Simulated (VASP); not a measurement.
Computed with PBEsol GGA, VASP's PBE PAW potentials (set 64) (plane waves; VASP).

VASP input:

**INCAR**
```
SYSTEM = LiF
PREC = Accurate
ENCUT = 620
EDIFF = 1E-6
NELM = 100
ALGO = Normal
LREAL = .FALSE.
LASPH = .TRUE.
ISMEAR = 0
SIGMA = 0.05
GGA = PS
LWAVE = .FALSE.
LCHARG = .FALSE.
IBRION = 2
ISIF = 3
NSW = 40
EDIFFG = -0.02
PSTRESS = 200
```

### KPOINTS
```
Automatic
0
gamma
  12 12 12
```

**POSCAR**
```
LiF
1
    0.0000000000     1.9295650346     1.9295650346
    1.9295650346     0.0000000000     1.9295650346
    1.9295650346     1.9295650346     0.0000000000
Li F
1 1
Direct
  0.0000000000   0.0000000000   0.0000000000
  0.5000000000   0.5000000000   0.5000000000
```

POTCAR, in this order: Li_sv F (PBE.64 set). Program: vasp_std.

Energy and stress use the plane-wave basis of the starting cell.

### Question
Estimate the energy per atom (σ→0), volume per atom, band gap (on the k-mesh).

### Answer

```json
{
  "energy per atom (σ→0)": "-468.2 kJ/mol of atoms",
  "band gap (on the k-mesh)": "10.96 eV",
  "volume_per_atom": "6.66 Å³/atom"
}
```

File OSZICAR:
```
...
   2 F= -.80419337E+01 E0= -.80419337E+01  d E =-.345035E-01
       N       E                     dE             d eps       ncg     rms          rms(c)
DAV:   1    -0.971318437330E+01    0.77954E-02   -0.15170E-01  1298   0.417E+00    0.702E-01
DAV:   2    -0.970611298042E+01    0.70714E-02   -0.34653E-02  1329   0.163E+00    0.145E-01
DAV:   3    -0.970594303857E+01    0.16994E-03   -0.28749E-04  1667   0.213E-01    0.743E-02
DAV:   4    -0.970586924352E+01    0.73795E-04   -0.77809E-05  1787   0.979E-02    0.406E-03
DAV:   5    -0.970587008433E+01   -0.84081E-06   -0.44329E-06  1307   0.256E-02
   3 F= -.80425712E+01 E0= -.80425712E+01  d E =-.351410E-01
```

The compound is LiF in the rock salt structure. This run relaxes it under an external pressure of 20 GPa. Symmetry was kept, so distortions that lower it aren't found.
